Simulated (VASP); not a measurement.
Here is the system:

```yaml
crystal:
  lattice:
    - [1.50441, -2.67667, 0.00000]
    - [1.50441, 2.67667, 0.00000]
    - [0.00000, 0.00000, 3.17694]
  atoms:
    - { symbol: Ti, position: [0.00000, 0.00000, 0.00000] }
    - { symbol: B, position: [0.33333, 0.66667, 0.50000] }
    - { symbol: B, position: [0.68954, 0.35620, 0.50000] }
```

Computed with PBE GGA, VASP's PBE PAW potentials (set 64) (plane waves; VASP). Numerical set-up: 520 eV cut-off, 9×9×8 Monkhorst-Pack mesh, first-order Methfessel-Paxton smearing of 0.10 eV, potentials Ti_sv B.

Gaps are read on the run's mesh, which can miss a band edge.

Q: Estimate the energy per atom (σ→0), pressure, largest force, band gap (on the k-mesh) with the smallest direct gap where there is one.

A: 
| Item | Value |
|---|---|
| band gap (on the k-mesh) | none (metal, semimetal or under 0.01 eV) |
| energy per atom (σ→0) | -8.119 eV/atom |
| pressure | 1.11 GPa |
| largest force | 1.360 eV/Å |

Only differences to runs with the same potentials and settings are physical.

The compound is TiB2 in the AlB2 type structure. The cell was not relaxed at this level, atoms are displaced from their ideal sites. The run is one of a series of settings (KPOINTS 9×9×8 Monkhorst-Pack mesh against the base run), some of them coarse on purpose.
